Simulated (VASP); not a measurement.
Calculation: LDA (Ceperley-Alder, Perdew-Zunger), VASP's LDA PAW potentials (set 64) (plane waves; VASP).

Input for VASP

**KPOINTS**
```
kpoints
0
gamma
 5 5 5
```

**POSCAR**
```
MoSe
1.0
 -1.6751160000   1.6751160000   5.6711170000
  1.6751160000  -1.6751160000   5.6711170000
  1.6751160000   1.6751160000  -5.6711170000
Mo Se
2 2
Cartesian
  0.0000000000   0.0000000000   8.5066755000
  0.0000000000   1.6751160000   0.0000000000
 -0.0000000000   0.0000000000   1.8828108440
  0.0000000000   1.6751160000   4.7183693440
```

INCAR:
```
! general
SYSTEM   =  MoSe
PREC     =  Accurate
ENCUT    =  300
LREAL    =  F
LASPH    =  T

! electronic loop
EDIFF    =  1E-6
NELM     =  100
ALGO     =  Normal
LMAXMIX  =  4

! smearing
ISMEAR   =  -1
SIGMA    =  0.1

! ions
ISIF     =  2

! output
LWAVE    =  F
LCHARG   =  F
```

POTCAR, in this order: Mo_sv Se (LDA.64 set). Program: vasp_std.

Output

File OSZICAR:
```
       N       E                     dE             d eps       ncg     rms          rms(c)
DAV:   1     0.276987203637E+03    0.27699E+03   -0.18357E+04   960   0.109E+03
DAV:   2    -0.218790344552E+02   -0.29887E+03   -0.29605E+03  1024   0.373E+02
DAV:   3    -0.334274820736E+02   -0.11548E+02   -0.11461E+02  1128   0.654E+01
DAV:   4    -0.335622947046E+02   -0.13481E+00   -0.13413E+00   936   0.676E+00
DAV:   5    -0.335646218378E+02   -0.23271E-02   -0.23253E-02  1128   0.687E-01    0.246E+01
DAV:   6    -0.327510289361E+02    0.81359E+00   -0.50053E+00  1040   0.143E+01    0.896E+00
DAV:   7    -0.326779943956E+02    0.73035E-01   -0.33167E-01  1008   0.353E+00    0.491E+00
DAV:   8    -0.326603523317E+02    0.17642E-01   -0.64016E-02  1040   0.158E+00    0.349E-01
DAV:   9    -0.326597532836E+02    0.59905E-03   -0.52891E-03  1112   0.365E-01    0.168E-01
DAV:  10    -0.326596980256E+02    0.55258E-04   -0.52266E-04  1040   0.170E-01    0.497E-02
DAV:  11    -0.326596944973E+02    0.35283E-05   -0.27285E-05  1072   0.440E-02    0.139E-02
DAV:  12    -0.326596943041E+02    0.19321E-06   -0.12684E-06   664   0.763E-03
   1 F= -.32659694E+02 E0= -.32598689E+02  d E =-.122011E+00
```

**OUTCAR**
```
------------------------ aborting loop because EDIFF is reached ----------------------------------------
  FORCE on cell =-STRESS in cart. coord.  units (eV):
  Direction    XX          YY          ZZ          XY          YZ          ZX
  --------------------------------------------------------------------------------------
  Total        0.5871691      0.5871691      1.2608414      0.0000000      0.0000000      0.0000000
  in kB       14.7793521     14.7793521     31.7360341      0.0000000      0.0000000      0.0000000
  external PRESSURE =      20.4315794 kB  Pullay stress =       0.0000000 kB
  volume of cell :       63.65
      direct lattice vectors                 reciprocal lattice vectors
    -1.675116000  1.675116000  5.671117000     0.000000000  0.298486791  0.088166053
     1.675116000 -1.675116000  5.671117000     0.298486791  0.000000000  0.088166053
     1.675116000  1.675116000 -5.671117000     0.298486791  0.298486791  0.000000000
 POSITION                                       TOTAL-FORCE (eV/Angst)
 -----------------------------------------------------------------------------------
      0.00000      0.00000      8.50668        -0.000000     -0.000000      0.016098
      0.00000      1.67512      0.00000         0.000000      0.000000      0.016098
      0.00000      0.00000      1.88281         0.000000     -0.000000     -0.016098
      0.00000      1.67512      4.71837        -0.000000      0.000000     -0.016098
 -----------------------------------------------------------------------------------
    total drift:                                0.000000      0.000000      0.000561
  FREE ENERGIE OF THE ION-ELECTRON SYSTEM (eV)
  ---------------------------------------------------
  free  energy   TOTEN  =       -32.6596943041 eV

  energy  without entropy=      -32.5376834376  energy(sigma->0) =      -32.59868887
```
(Selected blocks of OUTCAR.)

### OUTCAR
```
 val. band max:       11.3533813776   @ k =  -0.2000   0.2000   0.2000

 cond. band min:      11.3616709430   @ k =  -0.4000   0.4000   0.2000


 Fermi energy:        11.3606207198

 k-point     1 :       0.0000    0.0000    0.0000
  band No.  band energies     occupation
      1     -49.7860      2.00000
      2     -49.7589      2.00000
      3     -24.2306      2.00000
      4     -24.1903      2.00000
      5     -24.1903      2.00000
      6     -24.0658      2.00000
      7     -24.0658      2.00000
      8     -23.9413      2.00000
      9      -5.6974      2.00000
     10      -3.7326      2.00000
     11       2.6622      2.00000
     12       6.4282      2.00000
     13       6.5915      2.00000
     14       6.5915      2.00000
     15       7.5201      2.00000
     16       7.5201      2.00000
     17       7.7082      2.00000
     18       8.0397      2.00000
     19      10.3404      1.99993
     20      10.9410      1.97033
     21      12.0012      0.00330
     22      12.1871      0.00051
     23      12.1871      0.00051
     24      12.5207      0.00002

 k-point     2 :       0.2000   -0.0000    0.0000
  band No.  band energies     occupation
      1     -49.7800      2.00000
      2     -49.7573      2.00000
      3     -24.2670      2.00000
      4     -24.1961      2.00000
      5     -24.1845      2.00000
      6     -24.1252      2.00000
      7     -24.0583      2.00000
      8     -23.9517      2.00000
      9      -5.2370      2.00000
     10      -3.6859      2.00000
     11       3.0280      2.00000
     12       5.2737      2.00000
     13       5.6586      2.00000
     14       6.2791      2.00000
     15       7.2327      2.00000
     16       7.2623      2.00000
     17       8.0759      2.00000
     18       8.7822      2.00000
     19      10.0014      2.00000
     20      10.6150      1.99885
     21      10.9651      1.96241
     22      11.7852      0.02824
     23      12.3852      0.00007
     24      12.8700      0.00000
...
```

At this cut-off the stress carries a Pulay error, which pulls relaxed volumes low.

The structure was generated: MoSe was put into an ordered model structure, which need not be its known phase. The cell was not relaxed at this level. The k-mesh is coarse (spacing up to 0.53 per Å, 2π included), so the numbers may not be converged in it. The run is one of a series of settings (GGA removed, POTCAR Mo_sv Se (LDA.64 set) against the base run), some of them coarse on purpose.
